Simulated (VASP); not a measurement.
Level of theory: PBE GGA, VASP's PBE PAW potentials (set 64) (plane waves; VASP 6.6.1).

A VASP calculation is set up with these files.

**INCAR**
```
NSW=1   ! most ionic steps
NELM=100
ENCUT=300   ! plane-wave cut-off (eV)
ALGO=Normal
ISIF=2   ! forces and stress, cell fixed
IBRION=8   ! DFPT with symmetry
ISMEAR=0   ! Gaussian
SIGMA=0.1
LMAXMIX=4   ! l cut-off of mixed one-centre charges
PREC=Accurate
LCHARG=.FALSE.
GGA=PE
LWAVE=.FALSE.
LREAL=.FALSE.   ! projection in real space or not
LASPH=.TRUE.   ! aspherical one-centre terms
SYSTEM=NiSi2
EDIFF=1E-8   ! SCF stop (eV)
LEPSILON=.FALSE.
```

**KPOINTS**
```
K-points
0
gamma
 8 8 8
```

### POSCAR
```
NiSi2
3.8939240
  0.0000000000   0.7071067643   0.7071067643
  0.7071067643   0.0000000000   0.7071067643
  0.7071067643   0.7071067643   0.0000000000
Si Ni
2 1
direct
  0.2500000000   0.2500000000   0.2500000000
  0.7500000000   0.7500000000   0.7500000000
  0.0000000000   0.0000000000   0.0000000000
```

POTCAR, in this order: Si Ni (PBE.64 set). Program: vasp_std.

Output

**OUTCAR**
```
 ion  position               nearest neighbor table
   1  0.250  0.250  0.250-   3 2.38   3 2.38   3 2.38   3 2.38   2 2.75   2 2.75   2 2.75   2 2.75
                             2 2.75   2 2.75
   2  0.750  0.750  0.750-   3 2.38   3 2.38   3 2.38   3 2.38   1 2.75   1 2.75   1 2.75   1 2.75
                             1 2.75   1 2.75
   3  0.000  0.000  0.000-   2 2.38   2 2.38   2 2.38   1 2.38   2 2.38   1 2.38   1 2.38   1 2.38
  LATTYP: Found a face centered cubic cell.
 ALAT       =     5.5068400000
 Subroutine PRICEL returns:
 Original cell was already a primitive cell.
 Subroutine GETGRP returns: Found 48 space group operations
The static configuration has the point symmetry O_h .
The dynamic configuration has the point symmetry O_h .
 Subroutine INISYM returns: Found 48 space group operations
 Subroutine IBZKPT returns following result:
 Found     29 irreducible k-points:

 Following reciprocal coordinates:
            Coordinates               Weight
  0.000000  0.000000  0.000000      1.000000
  0.125000  0.000000  0.000000      8.000000
  0.250000  0.000000  0.000000      8.000000
  0.375000  0.000000  0.000000      8.000000
  0.500000  0.000000  0.000000      4.000000
  0.125000  0.125000  0.000000      6.000000
  0.250000  0.125000  0.000000     24.000000
  0.375000  0.125000  0.000000     24.000000
  0.500000  0.125000  0.000000     24.000000
 -0.375000  0.125000  0.000000     24.000000
 -0.250000  0.125000  0.000000     24.000000
 -0.125000  0.125000  0.000000     12.000000
  0.250000  0.250000  0.000000      6.000000
  0.375000  0.250000  0.000000     24.000000
  0.500000  0.250000  0.000000     24.000000
 -0.375000  0.250000  0.000000     24.000000
 -0.250000  0.250000  0.000000     12.000000
  0.375000  0.375000  0.000000      6.000000
  0.500000  0.375000  0.000000     24.000000
 -0.375000  0.375000  0.000000     12.000000
  0.500000  0.500000  0.000000      3.000000
  0.375000  0.250000  0.125000     24.000000
  0.500000  0.250000  0.125000     48.000000
 -0.375000  0.250000  0.125000     24.000000
  0.500000  0.375000  0.125000     24.000000
 -0.375000  0.375000  0.125000     48.000000
 -0.250000  0.375000  0.125000     24.000000
 -0.375000  0.500000  0.125000     12.000000
 -0.250000  0.500000  0.250000      6.000000
 Subroutine IBZKPT_HF returns following result:
   k-points           NKPTS =     29   k-points in BZ     NKDIM =     29   number of bands    NBANDS=     13
   number of dos      NEDOS =    301   number of ions     NIONS =      3
   total plane-waves  NPLWV =  13824
   dimension x,y,z NGX =    24 NGY =   24 NGZ =   24
   dimension x,y,z NGXF=    48 NGYF=   48 NGZF=   48
   ions per type =               2   1
   PREC   = accura    normal or accurate (medium, high low for compatibility)
   ISTART =      0    job   : 0-new  1-cont  2-samecut
   ICHARG =      2    charge: 1-file 2-atom 10-const
   ISPIN  =      1    spin polarized calculation?
   LNONCOLLINEAR =      F non collinear calculations
   LSORBIT =      F    spin-orbit coupling
   INIWAV =      1    electr: 0-lowe 1-rand  2-diag
   ENCUT  =  300.0 eV  22.05 Ry    4.70 a.u.   5.50  5.50  5.50*2*pi/ulx,y,z
   NELM   =    100;   NELMIN=  2; NELMDL= -5     # of ELM steps
   EDIFF  = 0.1E-07   stopping-criterion for ELM
   LREAL  =      F    real-space projection
   NLSPLINE    = F    spline interpolate recip. space projectors
   LMAXMIX     =    4 max onsite mixed and CHGCAR
   VOSKOWN=      0    Vosko Wilk Nusair interpolation
   EDIFFG = 0.1E-06   stopping-criterion for IOM
   NSW    =      1    number of steps for IOM
   NBLOCK =      1;   KBLOCK =      1    inner block; outer block
   IBRION =      8    ionic relax: 0-MD 1-quasi-New 2-CG
   NFREE  =      0    steps in history (QN), initial steepest desc. (CG)
   ISIF   =      2    stress and relaxation
...
```

### OSZICAR
```
       N       E                     dE             d eps       ncg     rms          rms(c)
DAV:   1     0.534769220395E+02    0.53477E+02   -0.57743E+03   762   0.908E+02
DAV:   2    -0.165507681809E+02   -0.70028E+02   -0.65968E+02   784   0.205E+02
DAV:   3    -0.192470855659E+02   -0.26963E+01   -0.25856E+01   992   0.445E+01
DAV:   4    -0.192922362632E+02   -0.45151E-01   -0.45122E-01   874   0.592E+00
DAV:   5    -0.192933296785E+02   -0.10934E-02   -0.10933E-02   980   0.912E-01    0.158E+01
DAV:   6    -0.244139848050E+02   -0.51207E+01   -0.54503E+01   814   0.171E+02    0.253E+01
DAV:   7    -0.174959402093E+02    0.69180E+01   -0.15952E+01   899   0.106E+02    0.425E+00
DAV:   8    -0.173884243352E+02    0.10752E+00   -0.23845E+00  1045   0.255E+01    0.264E+00
DAV:   9    -0.173503230365E+02    0.38101E-01   -0.31874E-01   882   0.107E+01    0.755E-01
DAV:  10    -0.173461335726E+02    0.41895E-02   -0.18427E-02   987   0.305E+00    0.246E-01
DAV:  11    -0.173462927904E+02   -0.15922E-03   -0.15580E-03   859   0.301E-01    0.494E-02
DAV:  12    -0.173463377765E+02   -0.44986E-04   -0.92325E-05  1026   0.169E-01    0.342E-02
DAV:  13    -0.173463336423E+02    0.41342E-05   -0.52698E-05   908   0.155E-01    0.103E-02
DAV:  14    -0.173463339774E+02   -0.33516E-06   -0.38338E-06   904   0.148E-02    0.566E-03
DAV:  15    -0.173463337717E+02    0.20574E-06   -0.10258E-06  1031   0.233E-02    0.720E-04
DAV:  16    -0.173463338807E+02   -0.10898E-06   -0.10014E-07   846   0.237E-03    0.283E-04
DAV:  17    -0.173463338798E+02    0.92814E-09   -0.10113E-09   532   0.406E-04
   1 F= -.17346334E+02 E0= -.17342511E+02  d E =-.764581E-02
 Linear response reoptimize wavefunctions
DAV:   1    -0.173463338742E+02    0.55973E-08   -0.40568E-10   587   0.222E-04
DAV:   2    -0.173463338742E+02   -0.21600E-10   -0.79273E-11   532   0.115E-04
 Linear response DOF=           2
 Linear response progress:
  Degree of freedom:   1/  2
       N       E                     dE             d eps       ncg     rms          rms(c)
RMM:   1    -0.195476598581E-01   -0.19548E-01    0.32775E-02  6080   0.129E+00
RMM:   2    -0.173283643482E-01    0.22193E-02   -0.98184E-04  3541   0.525E-01    0.914E-02
RMM:   3    -0.175291819962E-01   -0.20082E-03   -0.36233E-04  4038   0.142E-01    0.493E-02
RMM:   4    -0.177282276627E-01   -0.19905E-03   -0.10569E-04  3903   0.662E-02    0.883E-03
RMM:   5    -0.177061931481E-01    0.22035E-04   -0.70956E-06  4213   0.170E-02    0.539E-03
RMM:   6    -0.176907719476E-01    0.15421E-04   -0.28113E-06  4099   0.687E-03    0.109E-03
RMM:   7    -0.176935994011E-01   -0.28275E-05   -0.10880E-06  3671   0.325E-03    0.971E-04
RMM:   8    -0.176963242228E-01   -0.27248E-05    0.21963E-07  3636   0.170E-03    0.449E-04
RMM:   9    -0.176950145327E-01    0.13097E-05    0.65641E-08  4203   0.522E-04    0.766E-05
RMM:  10    -0.176947186654E-01    0.29587E-06   -0.75842E-09  4309   0.171E-04    0.342E-05
RMM:  11    -0.176947271998E-01   -0.85344E-08    0.10715E-08  4108   0.817E-05    0.709E-06
 Linear response progress:
  Degree of freedom:   2/  2
       N       E                     dE             d eps       ncg     rms          rms(c)
RMM:   1    -0.190036927707E+00   -0.19004E+00   -0.11727E-01  2471   0.291E+00
RMM:   2    -0.185741915103E+00    0.42950E-02   -0.21567E-03  2141   0.576E-01    0.185E-01
RMM:   3    -0.185643250926E+00    0.98664E-04   -0.25443E-04  2478   0.121E-01    0.108E-01
RMM:   4    -0.186227335750E+00   -0.58408E-03   -0.30562E-04  2479   0.136E-01    0.752E-03
RMM:   5    -0.186180565643E+00    0.46770E-04   -0.48133E-06  2579   0.223E-02    0.510E-03
RMM:   6    -0.186173947871E+00    0.66178E-05   -0.61451E-07  2145   0.100E-02    0.371E-03
RMM:   7    -0.186160940971E+00    0.13007E-04   -0.27901E-07  2499   0.584E-03    0.636E-04
RMM:   8    -0.186156021845E+00    0.49191E-05   -0.17583E-08  2604   0.105E-03    0.282E-04
RMM:   9    -0.186152779233E+00    0.32426E-05   -0.93438E-09  2471   0.376E-04    0.415E-05
RMM:  10    -0.186152666716E+00    0.11252E-06   -0.15378E-08  2647   0.140E-04    0.175E-05
RMM:  11    -0.186152678715E+00   -0.11999E-07   -0.10286E-08  2625   0.839E-05    0.380E-06
RMM:  12    -0.186152654689E+00    0.24026E-07   -0.96751E-09  2715   0.619E-05    0.156E-06
RMM:  13    -0.186152661751E+00   -0.70612E-08   -0.43059E-09  2599   0.572E-05    0.488E-07
 Linear response finished
```

File OUTCAR:
```
------------------------ aborting loop because EDIFF is reached ----------------------------------------

   1 f  =    8.301550 THz    52.160179 2PiTHz  276.909911 cm-1    34.332438 meV
             X         Y         Z           dx          dy          dz
      1.376710  1.376710  1.376710     0.435651    0.257443    0.000000
      4.130130  4.130130  4.130130     0.435651    0.257443   -0.000000
      0.000000  0.000000  0.000000    -0.601325   -0.355347    0.000000

   2 f  =    8.301550 THz    52.160179 2PiTHz  276.909911 cm-1    34.332438 meV
             X         Y         Z           dx          dy          dz
      1.376710  1.376710  1.376710    -0.000000   -0.000000    0.506032
      4.130130  4.130130  4.130130     0.000000   -0.000000    0.506032
      0.000000  0.000000  0.000000    -0.000000   -0.000000   -0.698472

   3 f  =    8.301550 THz    52.160179 2PiTHz  276.909911 cm-1    34.332438 meV
             X         Y         Z           dx          dy          dz
      1.376710  1.376710  1.376710     0.257443   -0.435651    0.000000
      4.130130  4.130130  4.130130     0.257443   -0.435651   -0.000000
      0.000000  0.000000  0.000000    -0.355347    0.601325    0.000000

   4 f  =    7.456462 THz    46.850331 2PiTHz  248.720793 cm-1    30.837434 meV
             X         Y         Z           dx          dy          dz
      1.376710  1.376710  1.376710     0.053583   -0.680711   -0.183742
      4.130130  4.130130  4.130130    -0.053583    0.680711    0.183742
      0.000000  0.000000  0.000000     0.000000   -0.000000    0.000000

   5 f  =    7.456462 THz    46.850331 2PiTHz  248.720793 cm-1    30.837434 meV
             X         Y         Z           dx          dy          dz
      1.376710  1.376710  1.376710    -0.635290   -0.126542    0.283537
      4.130130  4.130130  4.130130     0.635290    0.126542   -0.283537
      0.000000  0.000000  0.000000    -0.000000    0.000000    0.000000

   6 f  =    7.456462 THz    46.850331 2PiTHz  248.720793 cm-1    30.837434 meV
             X         Y         Z           dx          dy          dz
      1.376710  1.376710  1.376710     0.305835   -0.143595    0.621165
      4.130130  4.130130  4.130130    -0.305835    0.143595   -0.621165
      0.000000  0.000000  0.000000     0.000000    0.000000    0.000000

   7 f/i=    0.009696 THz     0.060920 2PiTHz    0.323416 cm-1     0.040098 meV
             X         Y         Z           dx          dy          dz
      1.376710  1.376710  1.376710     0.145549    0.378738   -0.281610
      4.130130  4.130130  4.130130     0.145549    0.378738   -0.281610
      0.000000  0.000000  0.000000     0.210897    0.548780   -0.408045

   8 f/i=    0.009696 THz     0.060920 2PiTHz    0.323416 cm-1     0.040098 meV
             X         Y         Z           dx          dy          dz
      1.376710  1.376710  1.376710     0.080430   -0.310292   -0.375741
      4.130130  4.130130  4.130130     0.080430   -0.310292   -0.375741
      0.000000  0.000000  0.000000     0.116541   -0.449603   -0.544438

   9 f/i=    0.009696 THz     0.060920 2PiTHz    0.323416 cm-1     0.040098 meV
             X         Y         Z           dx          dy          dz
      1.376710  1.376710  1.376710    -0.465056    0.064870   -0.153120
      4.130130  4.130130  4.130130    -0.465056    0.064870   -0.153120
      0.000000  0.000000  0.000000    -0.673853    0.093995   -0.221866

 ELASTIC MODULI CONTR FROM IONIC RELAXATION (kBar)
 Direction    XX          YY          ZZ          XY          YZ          ZX
 --------------------------------------------------------------------------------
 XX          -0.0000      0.0000     -0.0000      0.0000      0.0000      0.0000
 YY          -0.0000     -0.0000      0.0000     -0.0000      0.0000     -0.0000
 ZZ          -0.0000      0.0000     -0.0000      0.0000      0.0000      0.0000
 XY           0.0000     -0.0000      0.0000   -510.7372     -0.0000     -0.0000
 YZ           0.0000     -0.0000      0.0000     -0.0000   -510.7372     -0.0000
 ZX          -0.0000     -0.0000      0.0000     -0.0000      0.0000   -510.7372
 --------------------------------------------------------------------------------
```
(Selected blocks of OUTCAR.)

At this cut-off the stress carries a Pulay error, which pulls relaxed volumes low.

The structure is a typed NiSi2 crystal. The cell was not relaxed at this level. The run is one of a series of settings (EDIFF = 1E-8, IBRION = 8, LEPSILON = .FALSE., NSW = 1, KPOINTS 8×8×8 Γ-centred mesh against the base run), some of them coarse on purpose. The run is not spin-polarised, so no magnetic state was tried.
